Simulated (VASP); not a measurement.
Computed with PBE GGA with D4 dispersion, VASP's PBE PAW potentials (set 64) (plane waves; VASP).

Input for VASP

**INCAR**
```
SYSTEM = Bi
PREC = Accurate
ENCUT = 520
EDIFF = 1E-7
NELM = 100
ALGO = Normal
LREAL = .FALSE.
LASPH = .TRUE.
ISMEAR = 1
SIGMA = 0.1
GGA = PE
IVDW = 13
LMAXMIX = 4
LWAVE = .FALSE.
LCHARG = .FALSE.
ISIF = 4
IBRION = 2
NSW = 30
EDIFFG = -0.01
```

KPOINTS:
```
Automatic mesh
0
Gamma
10 10 10
0 0 0
```

**POSCAR**
```
Bi
1
    4.0051145062    -2.2196676271    -0.0197302321
    4.0051145062     2.2196676271    -0.0197302321
    2.7929291404     0.0000000000     3.6287467121
Bi
2
Direct
  0.2372436458   0.2372436458   0.2372436458
  0.7627563542   0.7627563542   0.7627563542
```

POTCAR, in this order: Bi_d (PBE.64 set). Program: vasp_std.

What VASP printed:

File OSZICAR:
```
       N       E                     dE             d eps       ncg     rms          rms(c)
DAV:   1     0.296819184575E+03    0.29682E+03   -0.16793E+04  4408   0.195E+03
DAV:   2     0.163429573620E+02   -0.28048E+03   -0.27620E+03  4432   0.466E+02
DAV:   3    -0.679433400273E+01   -0.23137E+02   -0.22753E+02  5117   0.155E+02
DAV:   4    -0.760061224092E+01   -0.80628E+00   -0.80477E+00  4928   0.315E+01
DAV:   5    -0.764222666287E+01   -0.41614E-01   -0.41613E-01  5937   0.647E+00    0.107E+00
DAV:   6    -0.763812711538E+01    0.40995E-02   -0.19980E-02  5517   0.157E+00    0.639E-01
DAV:   7    -0.763689709275E+01    0.12300E-02   -0.11694E-02  5466   0.140E+00    0.112E-01
DAV:   8    -0.763707474406E+01   -0.17765E-03   -0.13775E-03  4773   0.470E-01    0.188E-02
DAV:   9    -0.763708769082E+01   -0.12947E-04   -0.56643E-05  6047   0.769E-02    0.915E-03
DAV:  10    -0.763708552251E+01    0.21683E-05   -0.56742E-06  4911   0.226E-02    0.178E-03
DAV:  11    -0.763708600775E+01   -0.48524E-06   -0.58023E-07  3932   0.581E-03    0.108E-03
DAV:  12    -0.763708595780E+01    0.49947E-07   -0.14117E-07  3552   0.451E-03
   1 F= -.87059524E+01 E0= -.87059876E+01  d E =-.870595E+01
       N       E                     dE             d eps       ncg     rms          rms(c)
DAV:   1    -0.763775270268E+01   -0.66669E-03   -0.20993E+00  4879   0.992E+00    0.260E-01
DAV:   2    -0.764298810901E+01   -0.52354E-02   -0.67781E-02  6442   0.318E+00    0.151E-01
DAV:   3    -0.764225890481E+01    0.72920E-03   -0.15170E-03  6417   0.588E-01    0.333E-02
DAV:   4    -0.764226645056E+01   -0.75457E-05   -0.41523E-04  6178   0.199E-01    0.894E-03
DAV:   5    -0.764226722662E+01   -0.77606E-06   -0.21672E-05  5019   0.601E-02    0.284E-03
DAV:   6    -0.764226727325E+01   -0.46628E-07   -0.15296E-06  6112   0.151E-02    0.136E-03
DAV:   7    -0.764226727481E+01   -0.15566E-08   -0.11410E-07  2449   0.403E-03
   2 F= -.87110529E+01 E0= -.87110935E+01  d E =-.510046E-02
       N       E                     dE             d eps       ncg     rms          rms(c)
DAV:   1    -0.763593971323E+01    0.63276E-02   -0.46016E+00  4888   0.147E+01    0.384E-01
DAV:   2    -0.764704210665E+01   -0.11102E-01   -0.14499E-01  6436   0.452E+00    0.224E-01
DAV:   3    -0.764545814114E+01    0.15840E-02   -0.32530E-03  6288   0.855E-01    0.508E-02
DAV:   4    -0.764546637244E+01   -0.82313E-05   -0.86782E-04  6361   0.291E-01    0.128E-02
DAV:   5    -0.764546774501E+01   -0.13726E-05   -0.45672E-05  4883   0.871E-02    0.415E-03
DAV:   6    -0.764546798938E+01   -0.24437E-06   -0.29876E-06  6406   0.187E-02    0.183E-03
DAV:   7    -0.764546805023E+01   -0.60846E-07   -0.23593E-07  3081   0.452E-03
   3 F= -.87141414E+01 E0= -.87142247E+01  d E =-.818894E-02
       N       E                     dE             d eps       ncg     rms          rms(c)
DAV:   1    -0.764536952993E+01    0.98459E-04   -0.64914E-02  4894   0.174E+00    0.465E-02
DAV:   2    -0.764554624517E+01   -0.17672E-03   -0.22459E-03  6444   0.601E-01    0.265E-02
DAV:   3    -0.764552341616E+01    0.22829E-04   -0.43558E-05  6529   0.102E-01    0.663E-03
DAV:   4    -0.764552313811E+01    0.27805E-06   -0.12609E-05  6255   0.351E-02    0.152E-03
DAV:   5    -0.764552327011E+01   -0.13200E-06   -0.74927E-07  4588   0.114E-02    0.492E-04
DAV:   6    -0.764552326128E+01    0.88239E-08   -0.31382E-08  2267   0.275E-03
   4 F= -.87141843E+01 E0= -.87142756E+01  d E =-.823190E-02
       N       E                     dE             d eps       ncg     rms          rms(c)
DAV:   1    -0.764756692085E+01   -0.20437E-02   -0.91963E-02  4714   0.251E+00    0.228E-01
DAV:   2    -0.764651676915E+01    0.10502E-02   -0.37906E-03  6256   0.106E+00    0.147E-01
DAV:   3    -0.764573635600E+01    0.78041E-03   -0.11680E-03  5715   0.851E-01    0.149E-02
DAV:   4    -0.764576853284E+01   -0.32177E-04   -0.41844E-04  4753   0.278E-01    0.676E-03
DAV:   5    -0.764576935689E+01   -0.82405E-06   -0.14957E-05  5471   0.424E-02    0.294E-03
DAV:   6    -0.764576919595E+01    0.16094E-06   -0.79250E-07  5394   0.193E-02    0.701E-04
DAV:   7    -0.764576917682E+01    0.19130E-07   -0.16089E-07  2461   0.501E-03
   5 F= -.87144470E+01 E0= -.87145522E+01  d E =-.262708E-03
       N       E                     dE             d eps       ncg     rms          rms(c)
DAV:   1    -0.764790820235E+01   -0.21390E-02   -0.10585E-01  4723   0.269E+00    0.244E-01
DAV:   2    -0.764669969622E+01    0.12085E-02   -0.43551E-03  6234   0.114E+00    0.157E-01
DAV:   3    -0.764580258539E+01    0.89711E-03   -0.13475E-03  5720   0.910E-01    0.159E-02
DAV:   4    -0.764583927052E+01   -0.36685E-04   -0.47783E-04  4756   0.297E-01    0.724E-03
DAV:   5    -0.764584021187E+01   -0.94135E-06   -0.17195E-05  5464   0.455E-02    0.316E-03
DAV:   6    -0.764584003018E+01    0.18169E-06   -0.94936E-07  5799   0.206E-02    0.757E-04
DAV:   7    -0.764584001034E+01    0.19849E-07   -0.16396E-07  2450   0.502E-03
   6 F= -.87145498E+01 E0= -.87146672E+01  d E =-.365498E-03
```

File OUTCAR:
```
------------------------ aborting loop because EDIFF is reached ----------------------------------------
  Edisp (eV):   -1.06871
  FORCE on cell =-STRESS in cart. coord.  units (eV):
  Direction    XX          YY          ZZ          XY          YZ          ZX
  --------------------------------------------------------------------------------------
  Total       1.20682     1.20305     1.20347     0.00000     0.00000     0.00125
  in kB      29.85510    29.76204    29.77232     0.00000     0.00000     0.03091
  external pressure =       29.80 kB  Pullay stress =        0.00 kB
  volume of cell :       64.76
      direct lattice vectors                 reciprocal lattice vectors
     3.960132730 -2.234511179 -0.043705833     0.125215106 -0.223762586 -0.094531122
     3.960132730  2.234511179 -0.043705833     0.125215106  0.223762586 -0.094531122
     2.739841032  0.000000000  3.629169720     0.003015913  0.000000000  0.273268255
 POSITION                                       TOTAL-FORCE (eV/Angst)
 -----------------------------------------------------------------------------------
      2.55820      0.00000      0.84995         0.002453      0.000000      0.000815
      8.10190      0.00000      2.69181        -0.002453     -0.000000     -0.000815
 -----------------------------------------------------------------------------------
    total drift:                               -0.000000     -0.000000     -0.000000
  FREE ENERGIE OF THE ION-ELECTRON SYSTEM (eV)
  ---------------------------------------------------
  free  energy   TOTEN  =        -8.7145498300 eV

  energy  without entropy=       -8.7149019653  energy(sigma->0) =       -8.71466721

 reached required accuracy - stopping structural energy minimisation
```
(Selected blocks of OUTCAR.)

CONTCAR:
```
Bi
   1.00000000000000
     3.9601327295547590   -2.2345111787798424   -0.0437058330127256
     3.9601327295547590    2.2345111787798424   -0.0437058330127256
     2.7398410322837137    0.0000000000000000    3.6291697200989530
  Bi
     2
Direct
     0.2399790887410099    0.2399790887410099    0.2399790887586068
     0.7600209112589901    0.7600209112589901    0.7600209112413933
```

The compound is Bi in the a7 structure. This cell is one point of a volume scan, at 0.94 of the reference volume. Symmetry was kept, so distortions that lower it aren't found.
